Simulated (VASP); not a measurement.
```
CELL_PARAMETERS angstrom
      0.00000     2.76053     2.76053
      2.76053     0.00000     2.76053
      2.76053     2.76053     0.00000
ATOMIC_POSITIONS crystal
  Re 0.75000 0.75000 0.75000
  Re 0.50000 0.50000 0.50000
```

The numbers are results of PBE GGA, VASP's PBE PAW potentials (set 64) (plane waves; VASP), not measurements. Numerical set-up: 300 eV cut-off, 8×8×8 Γ-centred mesh, Fermi-Dirac smearing of 0.10 eV, potentials Re.

At this cut-off the stress carries a Pulay error, which pulls relaxed volumes low. Energy and stress use the plane-wave basis of the starting cell.

Question: The ions, cell shape and volume are relaxed. Which structure does the run end with?

Answer: 
```
CELL_PARAMETERS angstrom
      0.00000     2.81223     2.81223
      2.81223     0.00000     2.81223
      2.81223     2.81223     0.00000
ATOMIC_POSITIONS crystal
  Re 0.75000 0.75000 0.75000
  Re 0.50000 0.50000 0.50000
```
Space group Fd-3m (227), at a tolerance of 0.03 Å.

Question: How do energy and volume change from the first to the last step?

Answer: The energy (σ→0) changes by -38.9 meV/atom and the volume by +5.7 %, in 4 ionic steps.

The structure was generated: Re was put into an ordered model structure, which need not be its known phase. This run relaxes it. Symmetry was kept, so distortions that lower it aren't found. The run is one of a series of settings (EDIFFG = -0.01, IBRION = 2, ISIF = 3, NSW = 50 against the base run), some of them coarse on purpose.
